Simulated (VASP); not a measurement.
Wanted: the native input for a VASP 6.6.1 run.

* Task: single point
* Functional: PBE
* Potentials or basis: VASP PAW PBE potentials, release 64 (Mg, Si, Cu)
* Cutoff: 520 eV
* k mesh: 2 × 2 × 2
* Occupations: fermi-dirac, width 0.05 eV
* Spin: no spin polarisation
* Dipole correction: no
* Further INCAR settings: ALGO = Fast; EDIFF = 1e-06; NBANDS = 34

The structure of Mg8CuSi4 (a cell with a defect) lies in POSCAR:

```
Mg8CuSi4
1.0
    6.3500000000      0.0000000000      0.0000000000
    0.0000000000      6.3500000000      0.0000000000
    0.0000000000      0.0000000000      6.3500000000
Mg Si Cu
8 4 1
Direct
    0.2530070917      0.2527168909      0.2464122218
    0.7325181416      0.7321959603      0.7665271424
    0.7485788823      0.7482933454      0.2373558676
    0.2578876157      0.2577249266      0.7433602535
    0.7455579653      0.2648772413      0.7536259247
    0.2567891162      0.7573927501      0.2430702980
    0.2646218907      0.7457618536      0.7531161604
    0.7574317230      0.2567337517      0.2429539649
    0.0031571852      0.0030378623     -0.0207168360
    0.4956870129      0.4958163305      0.0059988582
    0.5182848736      0.0034952589      0.4965251136
    0.0037195897      0.5175487834      0.4963962679
   -0.0378514877     -0.0361336550      0.5475250628
```

One way to write it, as run:

INCAR

```
SYSTEM = Mg8CuSi4
ALGO     = Fast           ! electronic algorithm
EDIFF    = 1E-6           ! SCF threshold, eV
ENCUT    = 520            ! plane-wave cutoff, eV
GGA      = PE             ! functional
ISIF     = 2              ! what is computed and relaxed
ISMEAR   = -1             ! smearing method
LASPH    = .True.         ! aspherical terms in the spheres
LCHARG   = .True.         ! write CHGCAR
LELF     = .True.         ! ELF
LREAL    = .False.        ! projectors in reciprocal space
LVHAR    = .True.       
LWAVE    = .False.        ! write WAVECAR
NBANDS   = 34             ! bands
NELM     = 80             ! most SCF steps
PREC     = Accurate       ! precision mode
SIGMA    = 0.05           ! smearing width, eV
```

KPOINTS

```
k-points
0
Gamma
  2 2 2
  0 0 0
```

Potentials or basis: VASP PAW PBE potentials, release 64 (Mg, Si, Cu).

Launch:

```console
$ cat potpaw_PBE.64/Mg/POTCAR potpaw_PBE.64/Si/POTCAR potpaw_PBE.64/Cu/POTCAR > POTCAR
$ mpirun -np 1 vasp_std > vasp.out
```

Results of the run:

```yaml
Pressure: 0.6 GPa
Largest_force: 0.050 eV/Å
Band_gap_on_the_k_mesh: none (metal or under the smearing width)
```

Caveat: the k mesh is coarse (spacing up to 0.49 Å⁻¹), so the values aren't converged.

Wall time 100 s on 1 thread of Intel(R) Xeon(R) Platinum 8488C (Sapphire Rapids), on a shared host, peak memory 0.35 GiB.
